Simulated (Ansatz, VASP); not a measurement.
# Cross-check of Sr2H3I between VASP and Ansatz, part 2 of 2

Aim: how closely do two programs agree when they are given the same cell, functional and k mesh? The cell is taken from a series of runs on this material, whose earlier steps may have relaxed, scaled, displaced or heated it; both programs get it as it stands.

VASP 6.6.1 and Ansatz 0.2.0.

So far: Set-up; VASP: G0W0 gap, LDA.

**3. Ansatz: G0W0 gap, LDA**

Level of this step: Ansatz beside VASP: Kohn-Sham DFT, plane waves, LDA (Ansatz).

Ansatz runs on its default PAW (the set named soft_2) files.

The same cell, functional (in two slightly different forms) and mesh now go to Ansatz, which takes its cutoff from its data sets.

File input.yaml:

```yaml
crystal:
  lattice:
    - [4.2427287671, 0.0, 0.0]
    - [-2.1213643835, 3.6743108937, 0.0]
    - [0.0, 0.0, 7.68274743]
  atoms:
    - { symbol: Sr, position: [0.6666666667, 0.3333333333, 0.67865529] }
    - { symbol: Sr, position: [0.3333333333, 0.6666666667, 0.32134471] }
    - { symbol: H, position: [0.0, 0.0, 0.5] }
    - { symbol: H, position: [0.6666666667, 0.3333333333, 0.3572515] }
    - { symbol: H, position: [0.3333333333, 0.6666666667, 0.6427485] }
    - { symbol: I, position: [0.0, 0.0, 0.0] }
kpoints:
  mp_grid: { grid: [3, 3, 2] }
hamiltonian:
  xc: lda
scf:
  occupations: { method: fixed }
gw:
  n_empty_bands: 215
  ecut_chi: 176.87
  qp_bands: [v2, c2]
  qp_kpoints:
    - [0.0, 0.0, 0.5]
    - [0.3333333333333, 0.3333333333333, 0.0]
    - [0.0, 0.0, 0.0]
  screening: { model: contour_deformation }
```

Started as:

```sh
ansatz run input.yaml --threads 4 --pin off --max-ram 14745MiB --backend cpu --events-out ev --progress --plain --runs-dir out
```

Numbers of over 12 decimals in the logs are rounded to 6 here.

Output:

```text
Engine: ansatz 0.2.0, aarch64-unknown-linux-gnu
Pseudopotentials: kind: paw
Pseudopotential: Sr, paw, valence charge 10, recommended cutoff 420 eV (normal), Sr.paw.azcp
Pseudopotential: H, paw, valence charge 1, recommended cutoff 420 eV (normal), H.paw.azcp
Pseudopotential: I, paw, valence charge 17, recommended cutoff 420 eV (normal), I.paw.azcp
Functional definition: SPW92
  exchange = slater_x
  correlation = pw_c
Crystal: 6 atoms, lattice volume = 119.767 Å³
Basis set: ecut = 420 eV, 2335 PW (Γ)
Bands: 26, of which v1, the nominal top of the filled ones, is band 20 counted from 1 (19 counted from 0)
Symmetry: 12 space group operations
Space group: P-3m1 (ITA 164), of the structure as read, at distance tolerance 4.9e-5 Å
k-points: 6 of 18
Non-local potential: Sr, projectors of the file, l = 0: 3, l = 1: 2, l = 2: 2
Non-local potential: H, projectors of the file, l = 0: 2, l = 1: 1
Non-local potential: I, projectors of the file, l = 0: 2, l = 1: 2, l = 2: 2, l = 3: 2
PAW form: soft (Blöchl's): semilocal exchange-correlation on the pseudo side does not see the compensation charge
PAW frozen core: Sr, regenerated for the run's functional, and the local potential with it (the file was generated under x = pbe(κ = 0.804, μ = 0.219515), c = pbe(β = 0.066725))
PAW frozen core: I, regenerated for the run's functional, and the local potential with it (the file was generated under x = pbe(κ = 0.804, μ = 0.219515), c = pbe(β = 0.066725))
PAW one-centre angular grid: Sr, 110 points (default); XC on 64 Gauss nodes
PAW one-centre angular grid: H, 110 points (default); XC on 64 Gauss nodes
PAW one-centre angular grid: I, 590 points (default); XC on 64 Gauss nodes
Initial density: superposition of atomic densities (neutral atoms: chi_scale 0, normalization atom), corrected by the library's trained network
Initial wavefunctions: pseudopotential atomic-orbital guess
Functional: x = slater, c = lda
SCF iter   1: F=—  HF=-14296.816869 eV  |F-HF|=—  |Δ(HF+E_count)|=         —  Δρ=8.47e-3  dr2=6.65e-2  ethr=1.77e-3  ⟨swp⟩=6.2  Hψ=716  notcnv=0  defer=19
preconditioner: auto → Resta (q_TF=auto, 2.273 Å⁻¹)  ε∞=4.2  [insulator: Δε(μ)=1.634 eV  Ē_g=6.546 eV  n_scr=22 (ndim 8)  ℏωp=11.8 eV  f_vac=0.000  ε∞_Penn≈4.2]
SCF iter   2: F=—  HF=-14296.799949 eV  |F-HF|=—  |Δ(HF+E_count)|=   1.69e-2  Δρ=3.84e-3  dr2=1.42e-2  ethr=1.66e-4  ⟨swp⟩=2.3  Hψ=236  notcnv=0  defer=21
SCF iter   3: F=—  HF=-14296.795672 eV  |F-HF|=—  |Δ(HF+E_count)|=   4.28e-3  Δρ=4.18e-4  dr2=1.43e-4  ethr=3.54e-5  ⟨swp⟩=2.5  Hψ=244  notcnv=0  defer=21
SCF iter   4: F=—  HF=-14296.795715 eV  |F-HF|=—  |Δ(HF+E_count)|=   4.29e-5  Δρ=5.97e-5  dr2=3.50e-6  ethr=3.57e-7  ⟨swp⟩=2.5  Hψ=245  notcnv=0  defer=22
SCF iter   5: F=—  HF=-14296.795715 eV  |F-HF|=—  |Δ(HF+E_count)|=   5.59e-7  Δρ=1.73e-5  dr2=3.64e-7  ethr=8.76e-9  ⟨swp⟩=2.0  Hψ=272  notcnv=0  defer=20
SCF iter   6: F=-14296.795715 eV  HF=-14296.795715 eV  |F-HF|=2.98e-9  |Δ(HF+E_count)|=   6.62e-8  Δρ=3.75e-6  dr2=1.62e-8  ethr=2.50e-10  ⟨swp⟩=14.3  Hψ=954  notcnv=0
SCF 1 converged in 6 iterations: F = -14296.795715 eV  dr2 = 1.62e-8
  greatest PAW one-centre occupation: 1.000 electrons in one spin orbital (limit 2), on the I atom at site 5 (counted from 0), in its partial waves of l = 2
NSCF: frozen V_eff on 6 k-points
G₀W₀ screening: q 1/6
[... further progress lines ...]
NSCF: frozen V_eff on 1 k-points
NSCF: frozen V_eff on 1 k-points
SCF converged after 6 iterations
Free energy (F): -14296.795715 eV
Harris-Foulkes:  -14296.795715 eV  (|F-HF|=2.98e-9)
Internal energy: -14296.795715 eV  (E = F + TS)
E sigma→0 (E₀):  -14296.795715 eV
Fermi energy:    7.078200 eV
--- Per-component energies (eV) ---
  E_band       = -589.070410
  E_kinetic    = 718.923544
  E_local      = -3414.598726  (includes V_loc(G=0)·N_el)
  E_nonlocal   = 330.251363
  E_hartree    = 1386.358397
  E_xc         = -496.991678
  E_vxc        = -486.953443  (∫ρ·V_xc dr)
  E_paw        = -9856.084068  (= ΣΔE_a)
  E_vpaw       = -509.404230  (= ΣTr[D̂ρ^β])
  E_aug_tail   = -0.003270  (compensation charges beyond the density's cutoff)
  E_ewald      = -2966.020762
  E_core_change = 1.369486  (= ΣΔE_core)
  E_smearing   = -0.000000  (= −TS)
  E_closure    = -0.000000  (closes the sum)
  Σ components = -14296.795715   (vs F -14296.795715, Δ=0.00e0)
--- Band table (eV; the first three rows and the last of 6) ---
  k-point 0: bands = [... 16 lower, 4.5526, 4.5846, 4.5846, 6.9641, 9.6327, 9.7107, 9.7107, 9.7816, ... 2 higher]
  k-point 1: bands = [... 16 lower, 3.9282, 4.5689, 4.5689, 7.0782, 9.3828, 9.4945, 9.4945, 10.3226, ... 2 higher]
  k-point 2: bands = [... 16 lower, 3.4872, 4.1555, 4.2642, 5.1363, 9.7080, 10.0484, 10.1424, 10.2980, ... 2 higher]
  k-point 5: bands = [... 16 lower, 3.1636, 4.2076, 4.2076, 4.4125, 9.8587, 9.8789, 9.8789, 11.0586, ... 2 higher]
--- G₀W₀: contour deformation, 6 samples at zero and on the imaginary axis and 1 off it, 18 q-points, 215 empty bands' worth ---
  eigenvalues of the whole cell's RPA ε∞ on this k-mesh (on a slab, of 1 + 4πα/V) = 4.4475, 5.9007, 5.9007; static W/v taken at q = 0 is 0.179580
  bands read: the sum over 235 bands ends inside a degenerate multiplet in 3 slots, whose members it reads at an even weight; the widest, k=0: bands 235 to 236 (counted from 1) at 1/2 each
    ik  band        ε_KS         Σx   Σc(E_QP)       V_xc       Z   E_QP_lin       E_QP  E_QP is
     0    19      4.5846   -17.6648     1.9402   -14.9376  0.7716     3.7840     3.7977  root
     0    20      6.9641   -13.5525     1.7219   -10.8906  0.7540     6.0052     6.0240  root
     0    21      9.6327    -5.4786    -4.0867   -10.3603  0.7921    10.4416    10.4276  root
     0    22      9.7107    -6.0177    -4.4330   -11.4747  0.7829    10.7611    10.7348  root
     1    19      4.5689   -17.6025     1.9283   -14.8920  0.7715     3.7733     3.7868  root
     1    20      7.0782   -13.8077     1.7773   -11.0546  0.7539     6.0822     6.1025  root
     1    21      9.3828    -5.7238    -4.0162   -10.5265  0.7987    10.1823    10.1692  root
     1    22      9.4945    -5.7314    -4.2100   -10.8725  0.7876    10.4451    10.4256  root
     4    19      4.4108   -15.5297     2.5300   -12.0091  0.7426     3.3917     3.4203  root
     4    20      4.4108   -15.5297     2.5300   -12.0091  0.7426     3.3917     3.4203  root
     4    21      8.9210    -5.3891    -4.0524   -10.2512  0.7927     9.7444     9.7306  root
     4    22      8.9210    -5.3891    -4.0524   -10.2512  0.7927     9.7444     9.7306  root
```

The column dr2 measures how far the density is from self-consistency, as an energy; F and HF (Harris–Foulkes) agree once it is small.

**4. Differences**

Known differences besides the potentials themselves: the two LDA forms differ slightly; fixed occupations in Ansatz, narrow Gaussian smearing in VASP; the data sets hold 40 valence electrons in Ansatz (on its default PAW (the set named soft_2) files) and 30 in VASP; the cutoff is 420 eV in Ansatz and 320 eV in VASP; VASP's log shows a relativistic correction to its local exchange, Ansatz's none; Ansatz integrates over frequency by contour deformation, VASP on a grid of NOMEGA points; Ansatz's G0W0 levels solve the quasiparticle equation, VASP's are linearised. Total energies have different zeros and are not compared.

Compared:

```csv
quantity,Ansatz,VASP,difference
G0W0 gap on the mesh (eV),3.63,3.66,-0.03
Kohn-Sham gap under it (eV),1.84,1.81,+0.03
```

**5. Outcome**

| Property | Result |
| --- | --- |
| difference in G0W0 gap on the mesh (G0W0 gap, LDA) | -0.031 eV |

**Reading.** The difference in G0W0 gap on the mesh is -0.031 eV (G0W0 gap, LDA). The data sets hold unlike numbers of valence electrons (40 in Ansatz and 30 in VASP), so part of the differences comes from the potentials. How closely two codes agree says nothing of how well the functional describes the real material.

[Lines on the potential files, build, host, timing and source positions are cut from VASP's logs without a mark.]

[Logs are printed without paths, hosts, clocks, repeated set-up lines and the standing remarks that a program may print on its own settings, such as how far it seeks lower states.]

[Hosts, paths, dates, database ids (printed as entryN), source tags and the programs' standing remarks are cut or masked in the printed files.]
